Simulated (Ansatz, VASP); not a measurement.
# Cross-check of PtSe2 (Sudovikovite) between VASP and Ansatz

Wanted: the spread between two codes on one cell, functional and k mesh. The cell is taken from a series of runs on this material, whose earlier steps may have relaxed, scaled, displaced or heated it; both programs get it as it stands.

Program: Ansatz 0.2.0. Level of theory: plane waves, with VASP 6.6.1 beside it; zone-centre phonons at PBEsol. Results are calculated unless marked as measured.

## Step 1: Set-up

Symmetry: P-3m1, No. 164, trigonal system. The conventional cell has a = 3.724 Å, b = 3.724 Å, c = 5.062 Å, α = 90.00°, β = 90.00°, γ = 120.00°. Nearest to Pt lie 6 Se at 2.51 Å. Se has 3 Pt at 2.51 Å nearest. Farther neighbours and most contacts between anions are not listed.

## Step 2: Ansatz: zone-centre phonons, PBEsol

Ansatz runs on its default PAW (the set named soft_2) files.

Second derivatives magnify differences that forces hide, and they need a tight electronic threshold.

File input.yaml:

```yaml
crystal:
  lattice:
    - [3.724, 0.0, 0.0]
    - [-1.862, 3.2250786037, 0.0]
    - [0.0, 0.0, 5.062]
  atoms:
    - { symbol: Pt, position: [0.0, 0.0, 0.0] }
    - { symbol: Se, position: [0.3333333333, 0.6666666667, 0.2555786691] }
    - { symbol: Se, position: [0.6666666667, 0.3333333333, 0.7444213309] }
kpoints:
  mp_grid: { grid: [12, 12, 8] }
hamiltonian:
  xc: pbesol
scf:
  occupations: { method: fermi_dirac, width: 0.15 }
output:
  eigenvalues: true
phonons:
  method: dfpt
```

The run is started by

```bash
$ ansatz run input.yaml --threads 8 --pin off --max-ram 14336MiB --backend cpu --events-out ev --progress --plain --runs-dir out
```

Numbers of over 12 decimals in the logs are rounded to 6 here.

Output:

```text
band count auto-derived: 31 (N_el = 50.0; filled up to band 25; 30 by the electrons, moments and atoms)
Engine: ansatz 0.2.0, aarch64-unknown-linux-gnu
Pseudopotentials: kind: paw
Pseudopotential: Pt, paw, valence charge 18, recommended cutoff 420 eV (normal), Pt.paw.azcp
Pseudopotential: Se, paw, valence charge 16, recommended cutoff 420 eV (normal), Se.paw.azcp
Functional definition: PBEsol
  exchange = pbesol_x
  correlation = pbesol_c
Crystal: 3 atoms, lattice volume = 60.796 Å³
Basis set: ecut = 420 eV, 1205 PW (Γ), exchange–correlation on 50×50×72 points (8 copies of the dense FFT grid, shifted against one another)
Bands: 31, of which v1, the nominal top of the filled ones, is band 25 counted from 1 (24 counted from 0)
Symmetry: 12 space group operations
k-points: 320 of 1152 (irreducible under 2 space group operations, time reversal used)
Non-local potential: Pt, projectors of the file, l = 0: 3, l = 1: 2, l = 2: 2, l = 3: 1
Non-local potential: Se, projectors of the file, l = 0: 2, l = 1: 2, l = 2: 3, l = 3: 1
PAW form: soft (Blöchl's): semilocal exchange-correlation on the pseudo side does not see the compensation charge
PAW frozen core: Pt, regenerated for the run's functional, and the local potential with it (the file was generated under x = pbe(κ = 0.804, μ = 0.219515), c = pbe(β = 0.066725))
PAW frozen core: Se, regenerated for the run's functional, and the local potential with it (the file was generated under x = pbe(κ = 0.804, μ = 0.219515), c = pbe(β = 0.066725))
PAW one-centre angular grid: Pt, 590 points (default); XC on 64 Gauss nodes
PAW one-centre angular grid: Se, 590 points (default); XC on 64 Gauss nodes
Initial density: superposition of atomic densities (neutral atoms: chi_scale 0, normalization atom), corrected by the library's trained network
Initial wavefunctions: pseudopotential atomic-orbital guess
Functional: x = pbesol(κ = 0.804, μ = 0.123457), c = pbesol(β = 0.046)
SCF iter   1: F=—  HF=-23233.484696 eV  |F-HF|=—  |Δ(HF+E_count)|=         —  Δρ=2.93e-3  dr2=4.66e-3  ethr=1.77e-3  ⟨swp⟩=5.2  Hψ=37904  notcnv=0
preconditioner: auto → LDOS  [metal: Δε(μ)=0.054 eV  Ē_g=10.756 eV  σ=0.150 eV  W_gap=0.09  n_scr=22 (ndim 8)  ℏωp=22.3 eV  f_vac=0.031  D(μ)=0.72/eV (n_scr^D=2)  β→1.0]
SCF iter   2: F=—  HF=-23233.486511 eV  |F-HF|=—  |Δ(HF+E_count)|=   1.82e-3  Δρ=2.08e-3  dr2=3.15e-3  ethr=9.33e-6  ⟨swp⟩=2.0  Hψ=20216  notcnv=0
SCF iter   3: F=—  HF=-23233.484994 eV  |F-HF|=—  |Δ(HF+E_count)|=   1.52e-3  Δρ=3.19e-4  dr2=6.57e-5  ethr=6.30e-6  ⟨swp⟩=2.0  Hψ=17620  notcnv=0
SCF iter   4: F=—  HF=-23233.484996 eV  |F-HF|=—  |Δ(HF+E_count)|=   1.95e-6  Δρ=9.13e-5  dr2=1.25e-5  ethr=1.31e-7  ⟨swp⟩=2.1  Hψ=13728  notcnv=0
SCF iter   5: F=—  HF=-23233.484991 eV  |F-HF|=—  |Δ(HF+E_count)|=   4.06e-6  Δρ=1.61e-5  dr2=7.51e-8  ethr=2.50e-8  ⟨swp⟩=2.0  Hψ=12743  notcnv=0
SCF iter   6: F=—  HF=-23233.484992 eV  |F-HF|=—  |Δ(HF+E_count)|=   8.70e-7  Δρ=3.31e-6  dr2=5.03e-9  ethr=1.50e-10  ⟨swp⟩=2.0  Hψ=16731  notcnv=0
SCF iter   7: F=—  HF=-23233.484992 eV  |F-HF|=—  |Δ(HF+E_count)|=   4.13e-9  Δρ=1.10e-6  dr2=8.66e-10  ethr=1.01e-11  ⟨swp⟩=2.0  Hψ=16724  notcnv=0
SCF iter   8: F=—  HF=-23233.484992 eV  |F-HF|=—  |Δ(HF+E_count)|=  1.02e-10  Δρ=2.30e-7  dr2=1.29e-11  ethr=1.73e-12  ⟨swp⟩=2.2  Hψ=16492  notcnv=0
SCF iter   9: F=-23233.484992 eV  HF=-23233.484992 eV  |F-HF|=0.00e0  |Δ(HF+E_count)|=  1.46e-11  Δρ=2.14e-8  dr2=1.46e-13  ethr=1.00e-12  ⟨swp⟩=5.0  Hψ=39081  notcnv=0
SCF 1 converged in 9 iterations: F = -23233.484992 eV  dr2 = 1.46e-13
  greatest PAW one-centre occupation: 1.000 electrons in one spin orbital (limit 2), on the Pt atom at site 0 (counted from 0), in its partial waves of l = 0
DFPT response loops at Γ: preconditioner auto → Kerker (q_TF=auto, 2.641 Å⁻¹) (partly filled bands, converged f_vac=0.029); β = 1.00, the filter's whole step (`scf.mixing.beta` (0.50) is not read by the response loops under this deck's `scf.mixing.preconditioner`; to damp them name `kerker` or `kerker_dos`, under which they read `scf.mixing.beta`, and type it under 1.00, their step now; both keys bind the ground state too); Broyden in place of MSR1
SCF converged after 9 iterations
Free energy (F): -23233.484992 eV
Harris-Foulkes:  -23233.484992 eV  (|F-HF|=0.00e0)
Internal energy: -23233.427808 eV  (E = F + TS)
E sigma→0 (E₀):  -23233.456400 eV
Entropy (-TS):   -0.057185 eV (-19.062 meV/atom)
Fermi energy:    13.046720 eV
--- Per-component energies (eV) ---
  E_band       = -965.395579
  E_kinetic    = 874.688823
  E_local      = -6727.804047  (includes V_loc(G=0)·N_el)
  E_nonlocal   = -980.656863
  E_hartree    = 3113.073468
  E_xc         = -467.256770
  E_vxc        = -498.986142  (∫ρ·V_xc dr)
  E_paw        = -13053.673477  (= ΣΔE_a)
  E_vpaw       = 141.216721  (= ΣTr[D̂ρ^β])
  E_aug_tail   = -0.001011  (compensation charges beyond the density's cutoff)
  E_ewald      = -5994.101814
  E_core_change = 2.303882  (= ΣΔE_core)
  E_smearing   = -0.057185  (= −TS)
  E_closure    = 0.000000  (closes the sum)
  Σ components = -23233.484992   (vs F -23233.484992, Δ=0.00e0)
--- Band table (eV; the first three rows and the last of 320) ---
  k-point 0: bands = [... 21 lower, 10.5414, 12.1316, 12.1316, 13.6198, 14.4958, 14.4958, 16.6270, 17.1866, ... 2 higher]
  k-point 1: bands = [... 21 lower, 10.5287, 12.0468, 12.0468, 13.2046, 14.6327, 14.6327, 16.7601, 17.5961, ... 2 higher]
  k-point 2: bands = [... 21 lower, 10.4700, 11.8644, 11.8644, 12.3663, 14.9546, 14.9546, 17.1337, 18.4152, ... 2 higher]
  k-point 319: bands = [... 21 lower, 9.8162, 10.0238, 10.4480, 11.0370, 14.7059, 14.8290, 18.8525, 19.5803, ... 2 higher]
--- Phonons (Γ-DFPT): 4 representative perturbations + reference, on 320 of 1152 k-points (Σ response iterations 12) ---
  k mesh reduced under 2 symmetry operations, with k and −k counted as one. Each operation leaves every solved perturbation unchanged. A smaller set is not used because it would not reduce the number of displacements times k-points to solve
  ASR residual: 8.017e-4 → 0.000e0 eV/Å²; symmetrization residual: 2.496e-5 eV/Å²
  ASR residual per site (eV/Å²): 8.02e-4 1.89e-4 1.89e-4
  Γ frequencies (cm⁻¹): 0.00 0.00 0.00 162.41 162.41 197.25 215.96 215.96 216.85
  non-analytic LO–TO correction: not included (Born effective charges unavailable; polar crystals: no LO–TO splitting at Γ)
```

In the SCF lines HF is the Harris–Foulkes energy and dr2 the Hartree energy of the density residual, in eV; the loop may stop once dr2 is under the threshold and the program's other checks hold. Hψ counts applications of the Hamiltonian.

(Continued in part 2 of 2.)

[Lines on the potential files, build, host, timing and source positions are cut from VASP's logs without a mark.]

[Logs are printed without paths, hosts, clocks, repeated set-up lines and the standing remarks that a program may print on its own settings, such as how far it seeks lower states.]

[Hosts, paths, dates, database ids (printed as entryN), source tags and the programs' standing remarks are cut or masked in the printed files.]
